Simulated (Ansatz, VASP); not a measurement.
# Cross-check of TaS2 between VASP and Ansatz

Aim: how closely do two programs agree when they are given the same cell, functional and k mesh? The structure shown is the start of the Ansatz relaxation below; VASP solves that cell, so the two are compared at the walk's first step.

Calculated with Ansatz 0.2.0; plane waves, with VASP 6.6.1 beside it; single point at PBE.

## 1. The starting structure

The cell holds 3 atoms: 1 Ta and 2 S. Its edges and angles: a = 3.279 Å, b = 3.279 Å, c = 29.881 Å, α = 90.0°, β = 90.0°, γ = 120.0°. Vacuum lies along c. The height across the vacuum is the one that the program set for its solve, not the one typed.

## 2. Ansatz: relaxation, PBE

Ansatz runs on its default PAW (the set named soft_2) files.

The two programs are compared at the cell with which this relaxation starts, whose forces are those of its first step.

input.yaml reads:

```yaml
crystal:
  lattice:
    - [3.27871137, 0.0, 0.0]
    - [-1.63935568, 2.83944733, 0.0]
    - [0.0, 0.0, 19.25501811]
  atoms:
    - { symbol: Ta, position: [0.33333333, 0.66666667, 0.5] }
    - { symbol: S, position: [0.0, 0.0, 0.57895768] }
    - { symbol: S, position: [0.66666667, 0.33333333, 0.42104232] }
  periodic: [true, true, false]
kpoints:
  mp_grid: { grid: [9, 9, 1] }
scf:
  occupations: { method: fermi_dirac, width: 0.05 }
hamiltonian:
  xc: pbe
  pseudopotentials: { kind: paw }
output:
  forces: true
  stress: true
relax:
  f_tol: 0.02
  max_steps: 50
  cell: {}
```

The run is started by

```
$ ansatz run input.yaml --threads 4 --pin off --max-ram 8192MiB --backend cpu --events-out ev --progress --plain --runs-dir out
```

Numbers of over 12 decimals in the logs are rounded to 6 here.

Log:

```text
Warning: crystal.periodic: the lattice vector that does not repeat stood 0.000° off the slab's normal, 19.255 Å along it as the deck builds it. The run solves the slab on a vector along the normal, 29.881 Å long, with every atom where it was (on the deck's vector they left 16.21 Å outside them, and the widest stretch free of ions among them is 1.52 Å). A fractional position that the run reports is one of the run's ce [...]
crystal.periodic: the lattice vector that does not repeat stood 0.000° off the slab's normal, 19.255 Å along it as the deck builds it. The run solves the slab on a vector along the normal, 29.881 Å long, with every atom where it was (on the deck's vector they left 16.21 Å outside them, and the widest stretch free of ions among them is 1.52 Å). A fractional position that the run reports is one of the run's cell, which [...]
Engine: ansatz 0.2.0, x86_64-unknown-linux-gnu
Pseudopotentials: kind: paw
Pseudopotential: Ta, paw, valence charge 13, recommended cutoff 420 eV (normal), Ta.paw.azcp
Pseudopotential: S, paw, valence charge 6, recommended cutoff 420 eV (normal), S.paw.azcp
Functional definition: PBE
  parameter kappa = 0.804
  parameter beta = 0.066725
  exchange = pbe_x(kappa = kappa, mu = beta*pi^2/3)
  correlation = pbe_c(beta = beta)
Crystal: 3 atoms, lattice volume = 278.187 Å³
Basis set: ecut = 420 eV, 5523 PW (Γ), exchange–correlation on 48×48×400 points (8 copies of the dense FFT grid, shifted against one another)
Bands: 17, of which v1, the nominal top of the filled ones, is band 13 counted from 1 (12 counted from 0)
Symmetry: 12 space group operations
Space group: P-3m1 (ITA 164), of the structure as read, at distance tolerance 6.5e-5 Å
k-points: 12 of 81
Non-local potential: Ta, projectors of the file, l = 0: 3, l = 1: 2, l = 2: 2, l = 3: 1
Non-local potential: S, projectors of the file, l = 0: 2, l = 1: 2, l = 2: 2
PAW form: soft (Blöchl's): semilocal exchange-correlation on the pseudo side does not see the compensation charge
PAW one-centre angular grid: Ta, 590 points (default); XC on 64 Gauss nodes
PAW one-centre angular grid: S, 110 points (default); XC on 64 Gauss nodes
Initial density: superposition of atomic densities (neutral atoms: chi_scale 0, normalization atom), corrected by the library's trained network
Initial wavefunctions: pseudopotential atomic-orbital guess
Functional: x = pbe(κ = 0.804, μ = 0.219515), c = pbe(β = 0.066725)
SCF iter   1: F=—  HF=-11739.372946 eV  |F-HF|=—  |Δ(HF+E_count)|=         —  Δρ=1.10e-3  dr2=5.04e-3  ethr=1.77e-3  ⟨swp⟩=13.9  Hψ=1993  notcnv=0
preconditioner: auto → LDOS  [insulator: Δε(μ)=0.233 eV  Ē_g=9.010 eV  σ=0.050 eV  W_gap=0.61  n_scr=16 (ndim 8)  ℏωp=9.2 eV  f_vac=0.767  D(μ)=1.60/eV (n_scr^D=8)  ε∞_Penn≈2.0  β→1.0]
[...]
greatest PAW one-centre occupation: 0.999 electrons in one spin orbital (limit 2), on the Ta atom at site 0 (counted from 0), in its partial waves of l = 0
relax step   1: F+E_penalty+E_count = -11739.37270111 eV  Δ(F+E_penalty+E_count) = +0.000e0 eV  max|allowed force component| = 9.514e-1 eV/Å  Δτ_max = 0.0000 Å  P = +6.479 N/m  Ω = 278.187 Å³  fix = [c, alpha, beta]  reactions: c +0.000 N/m  (6 SCF iters, dr2 threshold 1.00e-7 eV, accepted)
[...]
relax step   2: F+E_penalty+E_count = -11739.49041377 eV  Δ(F+E_penalty+E_count) = -1.177e-1 eV  max|allowed force component| = 2.451e-1 eV/Å  Δτ_max = 0.0279 Å  P = -0.702 N/m  Ω = 296.073 Å³  energy of the carried Pulay correction = -6.039e-4 eV  fix = [c, alpha, beta]  reactions: c -0.000 N/m  (6 SCF iters, dr2 threshold 3.00e-7 eV, accepted)
[...]
relax step   3: F+E_penalty+E_count = -11739.49380944 eV  Δ(F+E_penalty+E_count) = -3.396e-3 eV  max|allowed force component| = 5.380e-2 eV/Å  Δτ_max = 0.0213 Å  P = -0.176 N/m  Ω = 296.813 Å³  energy of the carried Pulay correction = -6.281e-4 eV  fix = [c, alpha, beta]  reactions: c -0.000 N/m  (5 SCF iters, dr2 threshold 3.00e-7 eV, accepted)
[...]
relax step   4: F+E_penalty+E_count = -11739.49450252 eV  Δ(F+E_penalty+E_count) = -6.931e-4 eV  max|allowed force component| = 3.661e-4 eV/Å  Δτ_max = 0.0069 Å  P = -0.015 N/m  Ω = 295.415 Å³  energy of the carried Pulay correction = -5.824e-4 eV  fix = [c, alpha, beta]  reactions: c -0.000 N/m  (4 SCF iters, dr2 threshold 1.81e-7 eV, accepted)
[...]
relax step   5: F+E_penalty+E_count = -11739.49524249 eV  Δ(F+E_penalty+E_count) = -7.400e-4 eV  max|allowed force component| = 5.683e-4 eV/Å  Δτ_max = 0.0000 Å  P = -0.005 N/m  Ω = 295.415 Å³  fix = [c, alpha, beta]  reactions: c -0.000 N/m  stress off target by 4.71e-3 N/m on what of the cell is left free  SCF on the basis re-selected at this cell (its energy is not comparable with the rows above)  (6 SCF iters)
basis re-selected at this cell: Δ(F+E_penalty+E_count) = -7.400e-4 eV, ΔP = +0.010 N/m vs the last step (what re-selecting the basis moved, of the pressure what is left beyond the Pulay correction that the steps carried, after the strain that the cell walked since its last selection, with what the two solves' SCF thresholds leave and, on support functions, any second-order correction that the steps lacked; it is no m [...]
SCF converged after 6 iterations
Free energy (F): -11739.495242 eV
Harris-Foulkes:  -11739.495242 eV  (|F-HF|=6.00e-10)
Internal energy: -11739.481747 eV  (E = F + TS)
E sigma→0 (E₀):  -11739.488495 eV
Entropy (-TS):   -0.013495 eV (-4.498 meV/atom)
Fermi energy:    -5.147933 eV
--- Per-component energies (eV) ---
  E_band       = -577.921191
  E_kinetic    = 578.667727
  E_local      = -35896.043089  (includes V_loc(G=0)·N_el)
  E_nonlocal   = 70.843025
  E_hartree    = 17585.066451
  E_xc         = -412.630894
  E_vxc        = -378.804448  (∫ρ·V_xc dr)
  E_paw        = -9597.018932  (= ΣΔE_a)
  E_vpaw       = -122.717293  (= ΣTr[D̂ρ^β])
  E_aug_tail   = 0.000147  (compensation charges beyond the density's cutoff)
  E_ewald      = 15931.633819
  E_smearing   = -0.013495  (= −TS)
  E_closure    = 0.000000  (closes the sum)
  Σ components = -11739.495242   (vs F -11739.495242, Δ=0.00e0)
--- Forces (eV/Å), atoms counted from 1 ---
  atom   1  Ta     0.00000000    -0.00000000     0.00000000
  atom   2  S      0.00000000     0.00000000    -0.00056834
  atom   3  S     -0.00000000     0.00000000     0.00056834
  max |Σ_I F_I| component: 1.68e-29 eV/Å
--- 2D stress c σ (N/m, compression-positive) ---
       -0.004711      -0.000000      -0.000000
        0.000000      -0.004711       0.000000
       -0.000000       0.000000      -0.000000
  P = ½ c Tr σ = -0.0047 N/m
--- Relaxed structure (4 steps of the walk, 4 accepted, 1 SCFs on fresh bases) ---
  F+E_penalty+E_count = -11739.49524249 eV   max|allowed force component| = 5.683e-4 eV/Å   (the final SCF, on the basis selected at the relaxed cell)
  cell:  # Å, volume = 295.4153 Å³
    - [3.378713, -2.97479769895642e-9, 0]
    - [-1.689356, 2.926051, 0]
    - [0, 0, 29.881326]
  atoms:
    - { symbol: Ta, position: [0.333333, 0.666667, 0.322191] }
    - { symbol: S, position: [1.5141089904389506e-19, 1.5141089904389588e-19, 0.373519] }
    - { symbol: S, position: [0.666667, 0.333333, 0.270864] }
```

## 3. VASP: single point, PBE, start cell

The same cell, functional, mesh and smearing now go to VASP, with its own data sets.

Lines of VASP's logs that name or quote its potential files are left out, and so is its time.

INCAR reads:

```
SYSTEM = TaS2
PREC = Accurate
ENCUT = 400
EDIFF = 1E-06
NELM = 120
ISMEAR = -1
SIGMA = 0.05
LREAL = .FALSE.
ALGO = Normal
GGA = PE
NBANDS = 17
LASPH = .TRUE.
LORBIT = 11
LWAVE = .FALSE.
LCHARG = .FALSE.
ISIF = 2
LDIPOL = .TRUE.
IDIPOL = 3
DIPOL = 0.5 0.5 0.322
LVHAR = .TRUE.
GGA_COMPAT = .FALSE.
NELMDL = -8
```

POSCAR reads:

```
TaS2
1.0
    3.2787110000      0.0000000000      0.0000000000
   -1.6393560000      2.8394470000      0.0000000000
    0.0000000000      0.0000000000     29.8813260000
Ta S
1 2
Direct
    0.3333334937      0.6666667841      0.3221914918
    0.0000000000      0.0000000000      0.3730704923
    0.6666668113      0.3333332159      0.2713124913
```

KPOINTS reads:

```
Automatic mesh
0
Gamma
9 9 1
0 0 0
```

The projector-augmented-wave data sets are Ta_pv and S (PBE family, release 64).

The run is started by

```
$ mpirun -np 1 vasp_std
```

Log:

```text
[banner, memory and clock lines left out]
running    1 mpi-ranks, on    1 nodes
 distrk:  each k-point on    1 cores,    1 groups
 distr:  one band on    1 cores,    1 groups

 POSCAR found type information on POSCAR TaS
 POSCAR found :  2 types and       3 ions
 LDA part: xc-table for (Slater+PW92), standard interpolation
 POSCAR, INCAR and KPOINTS ok, starting setup
 FFT: planning ... GRIDC
 FFT: planning ... GRID_SOFT
 FFT: planning ... GRID
 WAVECAR not read
 entering main loop
       N       E                     dE             d eps       ncg     rms          rms(c)
DAV:   1     0.126784360037E+03    0.12678E+03   -0.91395E+03   520   0.791E+02
DAV:   2    -0.108096158045E+02   -0.13759E+03   -0.13564E+03   557   0.187E+02
DAV:   3    -0.243447984615E+02   -0.13535E+02   -0.13464E+02   556   0.607E+01
DAV:   4    -0.245390082873E+02   -0.19421E+00   -0.19393E+00   606   0.879E+00
DAV:   5    -0.245438513214E+02   -0.48430E-02   -0.48406E-02   576   0.126E+00
DAV:   6    -0.245440460962E+02   -0.19477E-03   -0.19475E-03   607   0.243E-01
DAV:   7    -0.245440560895E+02   -0.99934E-05   -0.99930E-05   600   0.525E-02
DAV:   8    -0.245440566524E+02   -0.56289E-06   -0.56296E-06   544   0.123E-02    0.214E+01
DAV:   9    -0.231749365636E+02    0.13691E+01   -0.57063E+00   473   0.151E+01    0.113E+01
DAV:  10    -0.230520218644E+02    0.12291E+00   -0.10237E+00   500   0.577E+00    0.289E+00
DAV:  11    -0.230365085986E+02    0.15513E-01   -0.15927E-01   531   0.244E+00    0.117E+00
DAV:  12    -0.230329190962E+02    0.35895E-02   -0.99778E-03   607   0.662E-01    0.531E-01
DAV:  13    -0.230310746250E+02    0.18445E-02   -0.80515E-03   585   0.556E-01    0.929E-02
DAV:  14    -0.230307802447E+02    0.29438E-03   -0.68635E-04   597   0.167E-01    0.618E-02
[...]
DAV:  19    -0.230311369099E+02   -0.79018E-04   -0.54726E-06   554   0.810E-03    0.672E-03
DAV:  20    -0.230311866600E+02   -0.49750E-04   -0.19141E-06   480   0.626E-03    0.358E-03
DAV:  21    -0.230312106248E+02   -0.23965E-04   -0.10389E-06   453   0.341E-03    0.193E-03
DAV:  22    -0.230312276915E+02   -0.17067E-04   -0.87562E-07   413   0.360E-03    0.201E-03
DAV:  23    -0.230312332725E+02   -0.55809E-05   -0.16480E-07   494   0.127E-03    0.848E-04
DAV:  24    -0.230312376977E+02   -0.44253E-05   -0.14988E-07   428   0.116E-03    0.360E-04
DAV:  25    -0.230312391613E+02   -0.14635E-05   -0.27773E-08   461   0.565E-04    0.443E-04
DAV:  26    -0.230312396747E+02   -0.51347E-06   -0.34893E-09   406   0.287E-04
   1 F= -.23031240E+02 E0= -.23024992E+02  d E =-.124949E-01
```

From OUTCAR (step 3):

```text
ion  position               nearest neighbor table
   1  0.333  0.667  0.322-   3 2.43   2 2.43   3 2.43   2 2.43   2 2.43   3 2.43
   2  0.000  0.000  0.373-   1 2.43   1 2.43   1 2.43
   3  0.667  0.333  0.271-   1 2.43   1 2.43   1 2.43

  LATTYP: Found a hexagonal cell.
 ALAT       =     3.2787110000
 C/A-ratio  =     9.1137419553

 Subroutine GETGRP returns: Found 12 space group operations
 (whereof  6 operations were pure point group operations)

The static configuration has the point symmetry C_3v.
 The point group associated with its full space group is D_3d.

 Found     12 irreducible k-points:

   k-points           NKPTS =     12   k-points in BZ     NKDIM =     12   number of bands    NBANDS=     17

   dimension x,y,z NGX =    24 NGY =   24 NGZ =  196
   dimension x,y,z NGXF=    48 NGYF=   48 NGZF=  392

   ENCUT  =  400.0 eV  29.40 Ry    5.42 a.u.   5.35  5.35 48.73*2*pi/ulx,y,z

   NELECT =      23.0000    total number of electrons

 k-points in reciprocal lattice and weights: Automatic mesh
   0.00000000  0.00000000  0.00000000       0.012
   0.11111111  0.00000000  0.00000000       0.074
   0.22222222  0.00000000  0.00000000       0.074
   0.33333333  0.00000000  0.00000000       0.074
   0.44444444  0.00000000  0.00000000       0.074
   0.11111111  0.11111111  0.00000000       0.074
   0.22222222  0.11111111  0.00000000       0.148
   0.33333333  0.11111111  0.00000000       0.148
   0.44444444  0.11111111  0.00000000       0.074
   0.22222222  0.22222222  0.00000000       0.074
   0.33333333  0.22222222  0.00000000       0.148
   0.33333333  0.33333333  0.00000000       0.025

 dipolmoment           0.000000      0.000000      0.000001 electrons x Angstroem

 average (electrostatic) potential at core
       1 -46.4013       2 -94.7065       3 -94.7065

 E-fermi :  -2.8897

 k-point     1 :       0.0000    0.0000    0.0000
  band No.  band energies     occupation
    ...
      7      -6.7164      2.00000
      8      -6.7164      2.00000
      9      -5.5808      2.00000
     10      -3.3866      1.99990
     11      -3.3866      1.99990
     12      -2.6478      0.01572
     13      -2.6478      0.01572
     14      -2.5027      0.00087
     15       1.4698      0.00000
     16       1.4698      0.00000
    ...

 k-point     2 :       0.1111    0.0000    0.0000
  band No.  band energies     occupation
    ...
      7      -7.3056      2.00000
      8      -6.6182      2.00000
      9      -5.1319      2.00000
     10      -4.7246      2.00000
     11      -4.0788      2.00000
     12      -2.7231      0.06903
     13      -1.9052      0.00000
     14      -1.9049      0.00000
     15       0.9119      0.00000
     16       1.4165      0.00000
    ...

 k-point     3 :       0.2222    0.0000    0.0000
  band No.  band energies     occupation
    ...
      8      -6.6427      2.00000
      9      -6.4844      2.00000
     10      -4.9075      2.00000
     11      -4.6853      2.00000
     12      -3.2410      1.99823
     13      -1.2583      0.00000
     14      -1.1280      0.00000
     15       0.7914      0.00000
     16       1.5147      0.00000
     17       2.6977      0.00000

  Total        3.7575388      3.7575388      2.8989550     -0.0000007     -0.0000000      0.0000000
  in kB       21.6409982     21.6409980     16.6961099     -0.0000038     -0.0000000      0.0000000
  external PRESSURE =      19.9927020 kB  Pullay stress =       0.0000000 kB

  energy-cutoff  :      400.00
  volume of cell :      278.19
      direct lattice vectors                 reciprocal lattice vectors
     3.278711000  0.000000000  0.000000000     0.304997909  0.176090680  0.000000000
    -1.639356000  2.839447000  0.000000000     0.000000000  0.352181252  0.000000000
     0.000000000  0.000000000 29.881326000     0.000000000  0.000000000  0.033465717

 POSITION                                       TOTAL-FORCE (eV/Angst)
 -----------------------------------------------------------------------------------
     -0.00000      1.89297      9.62751        -0.000000      0.000000      0.000000
      0.00000      0.00000     11.14784        -0.000000      0.000000      0.962261
      1.63936      0.94648      8.10718         0.000000     -0.000000     -0.962261
 -----------------------------------------------------------------------------------
    total drift:                               -0.000421      0.000085      0.000166

  FREE ENERGIE OF THE ION-ELECTRON SYSTEM (eV)
  ---------------------------------------------------
  free  energy   TOTEN  =       -23.0312396747 eV

  energy  without entropy=      -23.0187447642  energy(sigma->0) =      -23.02499222

 vacuum level on the upper side and lower side of the slab         2.174         2.174

 total charge
# of ion       s       p       d       tot
------------------------------------------
    1        0.317   6.245   2.342   8.904
    2        1.355   2.408   0.000   3.763
    3        1.355   2.408   0.000   3.763
--------------------------------------------------
tot          3.028  11.061   2.342  16.431

[... 3 further parts left out ...]
```

This run has no spin polarisation. Its electron count is odd, so without a moment it is a metal by construction.

## 4. Side by side

Known differences besides the potentials themselves: Ansatz cuts the interaction across the vacuum, VASP repeats the sheet with a dipole correction; the data sets hold 25 valence electrons in Ansatz (on its default PAW (the set named soft_2) files) and 23 in VASP; the cutoff is 420 eV in Ansatz and 400 eV in VASP. Total energies have different zeros and are not compared.

Forces (eV/Å; atoms numbered as in POSCAR):

```csv
atom,"Ansatz x, y, z","VASP x, y, z"
Ta1,"0.000, 0.000, 0.000","0.000, 0.000, 0.000"
S2,"0.000, 0.000, 0.951","0.000, 0.000, 0.962"
S3,"0.000, 0.000, -0.951","0.000, 0.000, -0.962"
```

The forces differ by 5.1 meV/Å r.m.s., which is 1.1 % of the r.m.s. force of 0.454 eV/Å (both taken over all components). With vacuum in the cell, a pressure given here is an average over mostly empty space and none of the material.

## 5. Summary of results

| Property | Result |
| --- | --- |
| r.m.s. force difference (single point, PBE, start cell) | 1.1 % of the r.m.s. force |

**Reading.** The r.m.s. force difference is 1.1 % of the r.m.s. force (single point, PBE, start cell), within the 3 % picked in this series as the mark of a large difference. The data sets hold unlike numbers of valence electrons (25 in Ansatz and 23 in VASP), so part of the differences comes from the potentials. 1 further run of this series is not shown here. Such differences can come from data sets, numerical settings and the points named under the comparisons, not from the functional's error against experiment.

[Lines on the potential files, build, host, timing and source positions are cut from VASP's logs without a mark.]

[Logs are printed without paths, hosts, clocks, repeated set-up lines and the standing remarks that a program may print on its own settings, such as how far it seeks lower states.]

[Hosts, paths, dates, database ids (printed as entryN), source tags and the programs' standing remarks are cut or masked in the printed files.]
